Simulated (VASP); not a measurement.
Here is the system:

```yaml
crystal:
  lattice:
    - [2.69008, 0.00000, 0.00000]
    - [-1.34504, 2.32968, 0.00000]
    - [0.00000, 0.00000, 4.24223]
  atoms:
    - { symbol: Ru, position: [0.33333, 0.66667, 0.25000] }
    - { symbol: Ru, position: [0.66667, 0.33333, 0.75000] }
```

All values below come from PBEsol GGA with spin-orbit coupling, VASP's PBE PAW potentials (set 64) (plane waves; VASP). Settings: 400 eV cut-off, 14×14×8 Γ-centred mesh, Gaussian smearing of 0.050 eV, potentials Ru_pv.

Problem. Predict the energy per atom (σ→0), band gap (over mesh and band path) with the smallest direct gap where there is one.

Solution. 
| Quantity | Value |
|---|---|
| band gap (over mesh and band path) | none (metal, semimetal or under 0.01 eV) |
| energy per atom (σ→0) | -10300 meV/atom |

The structure comes from a measured Ru entry (P6_3/mmc) of the Crystallography Open Database, whose conditions weren't checked. It was relaxed first.
